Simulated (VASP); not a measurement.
Input:

```xyz
2
Lattice="3.4272 0.0000 0.0000 -1.7136 2.9680 0.0000 0.0000 0.0000 5.5643" Properties=species:S:1:pos:R:3 pbc="T T T"
Te     0.0000     1.9787     1.3911
Te     1.7136     0.9893     4.1733
```

Level of theory: r2SCAN meta-GGA, VASP's PBE PAW potentials (set 64) (plane waves; VASP 6.6.1). Settings: 400 eV cut-off, 8×8×5 Γ-centred mesh, Gaussian smearing of 0.050 eV, potentials Te.

Energy and stress use the plane-wave basis of the starting cell.

**Question.** The ions, cell shape and volume are relaxed. What does this cell relax into?

**Answer.** 
```xyz
2
Lattice="4.0088 0.0000 0.0000 -2.0044 3.4717 0.0000 0.0000 0.0000 4.4387" Properties=species:S:1:pos:R:3 pbc="T T T"
Te     0.0000     2.3145     1.1097
Te     2.0044     1.1572     3.3290
```
Space group P6_3/mmc (194), at a tolerance of 0.03 Å.

**Question.** How do energy and volume change from the first to the last step?

**Answer.** The energy (σ→0) changes by -309.4 meV/atom and the volume by +9.1 %, in 20 ionic steps.

```json
[
 {"step": "1", "E(σ→0) (eV)": "-49.7528", "max force (eV/Å)": "0.000", "pressure (GPa)": "0.08", "volume (Å³)": "56.60"},
 {"step": "2", "E(σ→0) (eV)": "-49.8309", "max force (eV/Å)": "0.000", "pressure (GPa)": "0.08", "volume (Å³)": "56.68"},
 {"step": "3", "E(σ→0) (eV)": "-49.8989", "max force (eV/Å)": "0.000", "pressure (GPa)": "0.21", "volume (Å³)": "56.69"},
 {"step": "4", "E(σ→0) (eV)": "-50.0663", "max force (eV/Å)": "0.000", "pressure (GPa)": "1.73", "volume (Å³)": "56.46"},
 {"step": "5", "E(σ→0) (eV)": "-50.2177", "max force (eV/Å)": "0.000", "pressure (GPa)": "8.16", "volume (Å³)": "54.95"},
 {"step": "6", "E(σ→0) (eV)": "-50.2764", "max force (eV/Å)": "0.000", "pressure (GPa)": "5.25", "volume (Å³)": "55.60"},
 {"step": "7", "E(σ→0) (eV)": "-50.2707", "max force (eV/Å)": "0.000", "pressure (GPa)": "6.30", "volume (Å³)": "55.37"},
 {"step": "8", "E(σ→0) (eV)": "-50.2806", "max force (eV/Å)": "0.000", "pressure (GPa)": "6.04", "volume (Å³)": "55.77"},
 {"step": "9", "E(σ→0) (eV)": "-50.2905", "max force (eV/Å)": "0.000", "pressure (GPa)": "5.59", "volume (Å³)": "56.56"},
 {"step": "10", "E(σ→0) (eV)": "-50.2937", "max force (eV/Å)": "0.000", "pressure (GPa)": "5.00", "volume (Å³)": "58.09"},
 {"step": "11", "E(σ→0) (eV)": "-50.3173", "max force (eV/Å)": "0.000", "pressure (GPa)": "4.02", "volume (Å³)": "58.75"},
 {"step": "12", "E(σ→0) (eV)": "-50.3612", "max force (eV/Å)": "0.000", "pressure (GPa)": "1.43", "volume (Å³)": "60.75"},
 {"step": "13", "E(σ→0) (eV)": "-50.3461", "max force (eV/Å)": "0.000", "pressure (GPa)": "-2.36", "volume (Å³)": "64.88"},
 {"step": "14", "E(σ→0) (eV)": "-50.3707", "max force (eV/Å)": "0.000", "pressure (GPa)": "-0.27", "volume (Å³)": "62.38"},
 {"step": "15", "E(σ→0) (eV)": "-50.3707", "max force (eV/Å)": "0.000", "pressure (GPa)": "-0.18", "volume (Å³)": "62.29"},
 {"step": "16", "E(σ→0) (eV)": "-50.3709", "max force (eV/Å)": "0.000", "pressure (GPa)": "-0.18", "volume (Å³)": "62.25"},
 {"step": "17", "E(σ→0) (eV)": "-50.3714", "max force (eV/Å)": "0.000", "pressure (GPa)": "-0.16", "volume (Å³)": "62.14"},
 {"step": "18", "E(σ→0) (eV)": "-50.3715", "max force (eV/Å)": "0.000", "pressure (GPa)": "-0.12", "volume (Å³)": "61.91"},
 {"step": "19", "E(σ→0) (eV)": "-50.3715", "max force (eV/Å)": "0.000", "pressure (GPa)": "-0.12", "volume (Å³)": "61.90"},
 {"step": "20", "E(σ→0) (eV)": "-50.3715", "max force (eV/Å)": "0.000", "pressure (GPa)": "-0.02", "volume (Å³)": "61.77"}
]
```

The structure was generated: Te was put into the hcp type (P6_3/mmc), which need not be its known phase. This run relaxes it. Symmetry was kept, so distortions that lower it aren't found.
